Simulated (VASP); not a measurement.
Shape and ions are relaxed at each volume.

Consider the following.

```yaml
crystal:
  lattice:
    - [1.83819, -3.18384, 0.00000]
    - [1.83819, 3.18384, 0.00000]
    - [0.00000, 0.00000, 11.70482]
  atoms:
    - { symbol: La, position: [0.00000, 0.00000, 0.50000] }
    - { symbol: La, position: [0.00000, 0.00000, 0.00000] }
    - { symbol: La, position: [0.33333, 0.66667, 0.25000] }
    - { symbol: La, position: [0.66667, 0.33333, 0.75000] }
```

All values below come from PBEsol GGA, VASP's PBE PAW potentials (set 64) (plane waves; VASP). Settings: 520 eV cut-off, 10×10×3 Γ-centred mesh, first-order Methfessel-Paxton smearing of 0.10 eV, potentials La.

**Question.** Give the energy at these volumes per atom, relative to the lowest: 31.92, 32.93, 33.95, 34.97, 35.99 Å³.

**Answer.** 14.2, 4.2, 0.0, 1.0, 6.7 meV/atom. A third-order Birch-Murnaghan fit gives B0 = 26.7 GPa and B0′ = 2.4.

Measured: bulk modulus 27.9 GPa (computed value off by -4.3 %), as given by Wikipedia, Lanthanum (infobox). The calculation is for a static lattice, while the measured bulk modulus holds thermal and zero-point effects, which are part of the difference.

The compound is La in the dhcp structure. It was relaxed first, which changed the volume by -8 %.
